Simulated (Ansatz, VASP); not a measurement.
**Zn (Zinc): VASP beside Ansatz**

Aim: how closely do two programs agree when they are given the same cell, functional and k mesh? The structure shown comes from an earlier Ansatz run, which isn't shown and may have moved the atoms alone.

Main program and level: Ansatz 0.2.0; plane waves, with VASP 6.6.1 beside it; elastic constants at PBEsol.

### 1. The starting structure

The structure is hexagonal, space group P6_3/mmc (No. 194). Conventional cell: a = 2.600 Å, b = 2.600 Å, c = 4.859 Å, α = 90.00°, β = 90.00°, γ = 120.00°. Zn has 12 Zn at 2.60 to 2.86 Å nearest.

### 2. Ansatz: elastic constants, PBEsol

Ansatz runs on its PAW soft_1 files.

Elastic constants are differences of stresses under small strains, so they test the stress and the mesh.

File input.yaml:

```yaml
crystal:
  lattice:
    - [2.6001202786, 0.0, 0.0]
    - [-1.3000601393, 2.2517702142, 0.0]
    - [0.0, 0.0, 4.8593959543]
  atoms:
    - { symbol: Zn, position: [0.3333333333, 0.6666666667, 0.25] }
    - { symbol: Zn, position: [0.6666666667, 0.3333333333, 0.75] }
kpoints:
  mp_grid: { grid: [24, 24, 10] }
hamiltonian:
  xc: pbesol
  pseudopotentials: { kind: paw, azcp: { folder: soft_1 }, xc_functional: pbe }
scf:
  occupations: { method: fermi_dirac, width: 0.15 }
output:
  forces: true
  stress: true
  eigenvalues: true
elastic:
  mode: relaxed_ion
  amplitude: 0.01
basis:
  ecutwfc: 320
```

Started as:

```bash
> ansatz run input.yaml --threads 4 --pin off --max-ram 15360MiB --backend cpu --events-out ev --progress --plain --runs-dir out
```

Numbers of over 12 decimals in the logs are rounded to 6 here.

What it wrote:

```text
Warning: basis.ecutwfc = 320 eV is below the records' recommended 420 eV, and the density's cutoff is lower with it unless basis.ecutrho_ratio is high enough to keep the records' density cutoff: compare with a run at a higher cutoff
band count auto-derived: 17 (N_el = 24.0; filled up to band 12; 16 by the electrons, moments and atoms)
Engine: ansatz 0.2.0, aarch64-unknown-linux-gnu
Pseudopotentials: kind: paw
Pseudopotential: Zn, paw, valence charge 12, recommended cutoff 420 eV (normal), soft_1/Zn.paw.azcp
Functional definition: PBEsol
  exchange = pbesol_x
  correlation = pbesol_c
Crystal: 2 atoms, lattice volume = 28.451 Å³
Basis set: ecut = 320 eV, 375 PW (Γ), exchange–correlation on 32×32×60 points (8 copies of the dense FFT grid, shifted against one another)
Bands: 17, of which v1, the nominal top of the filled ones, is band 12 counted from 1 (11 counted from 0)
Symmetry: 24 space group operations
Space group: P63/mmc (ITA 194), of the structure as read, at distance tolerance 3.1e-5 Å
k-points: 366 of 5760
Non-local potential: Zn, projectors of the file, l = 0: 2, l = 1: 2, l = 2: 3, l = 3: 1
PAW form: soft (Blöchl's): semilocal exchange-correlation on the pseudo side does not see the compensation charge
PAW frozen core: Zn, regenerated for the run's functional, and the local potential with it (the file was generated under x = pbe(κ = 0.804, μ = 0.219515), c = pbe(β = 0.066725))
PAW one-centre angular grid: Zn, 590 points (default); XC on 64 Gauss nodes
Initial density: superposition of atomic densities (chi_scale 0.1, normalization cell)
Initial wavefunctions: pseudopotential atomic-orbital guess
Functional: x = pbesol(κ = 0.804, μ = 0.123457), c = pbesol(β = 0.046)
SCF iter   1: F=—  HF=-6562.077414 eV  |F-HF|=—  |Δ(HF+E_count)|=         —  Δρ=6.84e-2  dr2=1.00e0  ethr=3.10e-3  ⟨swp⟩=5.7  Hψ=36083  notcnv=0
preconditioner: auto → none  [metal: Δε(μ)=0.090 eV  Ē_g=13.773 eV  σ=0.150 eV  W_gap=0.15  n_scr=4 (ndim 8)  ℏωp=34.1 eV  f_vac=0.000  D(μ)=0.37/eV (n_scr^D=2)  sad-step TF]
SCF iter   2: F=—  HF=-6561.799086 eV  |F-HF|=—  |Δ(HF+E_count)|=   2.78e-1  Δρ=2.73e-2  dr2=8.31e-2  ethr=3.10e-3  ⟨swp⟩=2.0  Hψ=15104  notcnv=0  defer=55
SCF iter   3: F=—  HF=-6561.766875 eV  |F-HF|=—  |Δ(HF+E_count)|=   3.22e-2  Δρ=1.22e-2  dr2=2.19e-2  ethr=3.46e-4  ⟨swp⟩=2.8  Hψ=13628  notcnv=0  defer=55
SCF iter   4: F=—  HF=-6561.765865 eV  |F-HF|=—  |Δ(HF+E_count)|=   1.01e-3  Δρ=3.45e-3  dr2=1.35e-3  ethr=9.13e-5  ⟨swp⟩=2.0  Hψ=10031  notcnv=0  defer=55
SCF iter   5: F=—  HF=-6561.765904 eV  |F-HF|=—  |Δ(HF+E_count)|=   3.81e-5  Δρ=6.27e-5  dr2=3.12e-7  ethr=5.62e-6  ⟨swp⟩=2.1  Hψ=9816  notcnv=0  defer=55
SCF iter   6: F=—  HF=-6561.765896 eV  |F-HF|=—  |Δ(HF+E_count)|=   7.53e-6  Δρ=4.42e-5  dr2=3.27e-7  ethr=1.30e-9  ⟨swp⟩=2.9  Hψ=13536  notcnv=0  defer=55
SCF iter   7: F=—  HF=-6561.765896 eV  |F-HF|=—  |Δ(HF+E_count)|=   7.11e-8  Δρ=2.33e-6  dr2=7.79e-10  ethr=1.30e-9  ⟨swp⟩=2.3  Hψ=9995  notcnv=0  defer=55
SCF iter   8: F=—  HF=-6561.765896 eV  |F-HF|=—  |Δ(HF+E_count)|=  3.09e-11  Δρ=8.13e-8  dr2=1.36e-12  ethr=3.25e-12  ⟨swp⟩=2.1  Hψ=10516  notcnv=0  defer=55
SCF iter   9: F=-6561.765896 eV  HF=-6561.765896 eV  |F-HF|=9.09e-13  |Δ(HF+E_count)|=    0.00e0  Δρ=4.29e-9  dr2=2.47e-15  ethr=1.00e-12  ⟨swp⟩=6.1  Hψ=26113  notcnv=0
SCF 1 converged in 9 iterations: F = -6561.765896 eV  dr2 = 2.47e-15
  greatest PAW one-centre occupation: 0.980 electrons in one spin orbital (limit 2), on the Zn atom at site 1 (counted from 0), in its partial waves of l = 2
Crystal: 2 atoms, lattice volume = 27.882 Å³
Basis set: ecut = 320 eV, 371 PW (Γ), exchange–correlation on 32×32×60 points (8 copies of the dense FFT grid, shifted against one another)
Symmetry: 8 space group operations
k-points: 942 of 5760
Initial density: handed on by an earlier stage of this run
Initial wavefunctions: pseudopotential atomic-orbital guess (no wavefunctions were taken with the density)
iter 1 solved again at ethr=2.88e-3 eV; its pass at ethr=3.10e-3 eV (dr2=6.91e-1 eV) is discarded
[...]
preconditioner: auto → none  [metal: Δε(μ)=0.006 eV  Ē_g=14.132 eV  σ=0.150 eV  W_gap=0.01  n_scr=4 (ndim 8)  ℏωp=34.5 eV  f_vac=0.000  D(μ)=0.35/eV (n_scr^D=2)]
[...]
SCF 34 converged in 8 iterations: F = -6561.764526 eV  dr2 = 2.48e-14
relax step   2: F+E_penalty+E_count = -6561.76452620 eV  Δ(F+E_penalty+E_count) = -2.515e-6 eV  max|allowed force component| = 1.607e-4 eV/Å  Δτ_max = 0.0014 Å  (8 SCF iters, accepted)
[...]
SCF iter   5: F=—  HF=-6561.764526 eV  |F-HF|=—  |Δ(HF+E_count)|=  1.82e-12  Δρ=3.89e-8  dr2=2.01e-13  ethr=1.00e-12  ⟨swp⟩=4.3  Hψ=87759  notcnv=0
SCF iter   6: F=-6561.764526 eV  HF=-6561.764526 eV  |F-HF|=0.00e0  |Δ(HF+E_count)|=  1.82e-12  Δρ=1.35e-8  dr2=2.47e-14  ethr=1.00e-12  ⟨swp⟩=4.1  Hψ=86837  notcnv=0
SCF 35 converged in 6 iterations: F = -6561.764526 eV  dr2 = 2.47e-14
relax step   3: F+E_penalty+E_count = -6561.76452620 eV  Δ(F+E_penalty+E_count) = -5.359e-9 eV  max|allowed force component| = 2.480e-7 eV/Å  Δτ_max = 0.0000 Å  (6 SCF iters, accepted)
[...]
SCF iter   5: F=—  HF=-6561.764526 eV  |F-HF|=—  |Δ(HF+E_count)|=  9.09e-13  Δρ=5.78e-8  dr2=3.83e-13  ethr=5.21e-15 (applied; sched 1.00e-12)  ⟨swp⟩=1.0  Hψ=25738  notcnv=0
SCF iter   6: F=—  HF=-6561.764526 eV  |F-HF|=—  |Δ(HF+E_count)|=    0.00e0  Δρ=4.10e-8  dr2=1.93e-13  ethr=1.59e-15 (applied; sched 1.00e-12)  ⟨swp⟩=1.0  Hψ=25738  notcnv=0
SCF iter   7: F=-6561.764526 eV  HF=-6561.764526 eV  |F-HF|=0.00e0  |Δ(HF+E_count)|=  2.73e-12  Δρ=2.21e-8  dr2=5.70e-14  ethr=1.00e-12  ⟨swp⟩=3.9  Hψ=72048  notcnv=0
SCF 36 converged in 7 iterations: F = -6561.764526 eV  dr2 = 5.70e-14
SCF converged after 9 iterations
Free energy (F): -6561.765896 eV
Harris-Foulkes:  -6561.765896 eV  (|F-HF|=9.09e-13)
Internal energy: -6561.736407 eV  (E = F + TS)
E sigma→0 (E₀):  -6561.751152 eV
Entropy (-TS):   -0.029489 eV (-14.744 meV/atom)
Fermi energy:    11.836221 eV
--- Per-component energies (eV) ---
  E_band       = 112.149783
  E_kinetic    = 296.389640
  E_local      = -3437.242551  (includes V_loc(G=0)·N_el)
  E_nonlocal   = 1638.938385
  E_hartree    = 1278.117105
  E_xc         = -156.841095
  E_vxc        = -104.470229  (∫ρ·V_xc dr)
  E_paw        = -3718.295588  (= ΣΔE_a)
  E_vpaw       = -837.706995  (= ΣTr[D̂ρ^β])
  E_aug_tail   = 0.007325  (compensation charges beyond the density's cutoff)
  E_ewald      = -2464.404339
  E_core_change = 1.594712  (= ΣΔE_core)
  E_smearing   = -0.029489  (= −TS)
  E_closure    = 0.000000  (closes the sum)
  Σ components = -6561.765896   (vs F -6561.765896, Δ=0.00e0)
--- Forces (eV/Å), atoms counted from 1 ---
  atom   1  Zn     0.00000000     0.00000000     0.00000000
  atom   2  Zn     0.00000000    -0.00000000     0.00000000
  max |Σ_I F_I| component: 0.00e0 eV/Å
--- Stress (GPa, compression-positive) ---
        0.456684      -0.000000       0.000000
        0.000000       0.456684       0.000000
        0.000000       0.000000       0.099160
  P = ⅓ Tr σ = 0.3375 GPa (3.375 kbar)
--- Band table (eV; the first three rows and the last of 366) ---
  k-point 0: bands = [... 8 lower, 4.4402, 4.6709, 4.6709, 7.8153, 8.7858, 25.7268, 29.3996, 30.2013, ... 1 higher]
  k-point 1: bands = [... 8 lower, 4.4491, 4.6670, 4.6670, 6.9620, 9.7795, 24.5795, 30.2655, 30.2655, ... 1 higher]
  k-point 2: bands = [... 8 lower, 4.4715, 4.6567, 4.6567, 5.9091, 11.2601, 22.5766, 30.4596, 30.4596, ... 1 higher]
  k-point 365: bands = [... 8 lower, 4.6577, 4.6577, 12.8016, 12.8016, 13.6934, 13.6934, 14.2908, 14.2908, ... 1 higher]
--- Elastic constants: 3 strain directions × 4 members + reference (group order 24) ---
  dense FFT box of the reference and of every strained cell: 16×16×30
  strains applied: 11, 33, 23; error gains: componentwise 1.00 (the most a stress slope's error grows in a printed constant), spectral 1.41 (1 for all six strains in a standard setting)
  C = ∂σ_k/∂η_j (tension-positive GPa; Voigt order 11 22 33 23 13 12):
       205.968     52.241     62.013      0.000      0.000      0.000
        52.241    205.968     62.013      0.000      0.000     -0.000
        61.334     61.334     76.086      0.000      0.000      0.000
         0.000      0.000      0.000     39.467      0.000      0.000
         0.000      0.000      0.000      0.000     39.467      0.000
        -0.000      0.000     -0.000      0.000      0.000     76.864
  reference stress σ⁰ (GPa):     -0.457     -0.457     -0.099     -0.000     -0.000      0.000
  C* (energy form; C + prestress term) asymmetry max|C*_kj − C*_jk| = 3.216e-1 GPa — a small one proves nothing (zero by symmetry where the batch's group is 432, −43m or m−3m); a large one is finite-difference/SCF noise where every solve meets its electron count
  moduli (Voigt/Reuss/Hill, GPa): K = 93.24/73.55/83.40   G = 51.99/40.60/46.29   E = 117.19   ν = 0.266
  mechanically stable: yes (min eigenvalue of sym C = 39.47 GPa)
  strain η (Voigt 11):  stress-route row diagonal C_11 = 205.97 GPa, energy-path curvature d²(F+E_count+ΔE)/dδ²/Ω₀ = 206.51 GPa
    cells at ±δ against ±2δ: C31 61.67 and 62.69 GPa, apart by 0.49 % of the column's largest entry
         δ    σ_11 (GPa)             F (eV)   n_scf  n_hpsi   n_pw
    -2.000e-2      -5.2563       -6561.7561999       7  292022    374   relax 3 steps, max|allowed force component| 1.40e-6 eV/Å
    -1.000e-2      -2.6953       -6561.7631731       8  282249    376   relax 2 steps, max|allowed force component| 1.03e-5 eV/Å
     1.000e-2       1.4219       -6561.7649948       5  250464    385   relax 2 steps, max|allowed force component| 3.51e-5 eV/Å
     2.000e-2       2.9652       -6561.7611035       8  282065    394   relax 3 steps, max|allowed force component| 4.23e-7 eV/Å
  strain η (Voigt 33):  stress-route row diagonal C_33 = 76.09 GPa, energy-path curvature d²(F+E_count+ΔE)/dδ²/Ω₀ = 78.03 GPa
    cells at ±δ against ±2δ: C33 75.79 and 74.92 GPa, apart by 1.15 % of the column's largest entry
         δ    σ_33 (GPa)             F (eV)   n_scf  n_hpsi   n_pw
    -2.000e-2      -1.5281       -6561.7631336       7  128759    375   relax 0 steps, max|allowed force component| 1.85e-16 eV/Å
    -1.000e-2      -0.8313       -6561.7649477       7  147310    378   relax 0 steps, max|allowed force component| 3.33e-16 eV/Å
     1.000e-2       0.6846       -6561.7653733       7  156247    384   relax 0 steps, max|allowed force component| 1.48e-16 eV/Å
     2.000e-2       1.4686       -6561.7635259       8  124874    393   relax 0 steps, max|allowed force component| 1.71e-16 eV/Å
  strain η (Voigt 23):  stress-route row diagonal C_44 = 39.47 GPa, energy-path curvature d²(F+E_count+ΔE)/dδ²/Ω₀ = 40.41 GPa
    cells at ±δ against ±2δ: C44 39.23 and 38.54 GPa, apart by 1.77 % of the column's largest entry
         δ    σ_23 (GPa)             F (eV)   n_scf  n_hpsi   n_pw
    -2.000e-2      -0.7707       -6561.7645262       8  451090    380   relax 4 steps, max|allowed force component| 2.65e-5 eV/Å
    -1.000e-2      -0.3923       -6561.7656084       7  437378    380   relax 3 steps, max|allowed force component| 3.15e-6 eV/Å
     1.000e-2       0.3923       -6561.7656084       8  454529    380   relax 3 steps, max|allowed force component| 1.82e-7 eV/Å
     2.000e-2       0.7707       -6561.7645262       7  429072    380   relax 3 steps, max|allowed force component| 2.48e-7 eV/Å
```

(Part 1 of 2 ends here.)

[Lines on the potential files, build, host, timing and source positions are cut from VASP's logs without a mark.]

[Logs are printed without paths, hosts, clocks, repeated set-up lines and the standing remarks that a program may print on its own settings, such as how far it seeks lower states.]

[Hosts, paths, dates, database ids (printed as entryN), source tags and the programs' standing remarks are cut or masked in the printed files.]
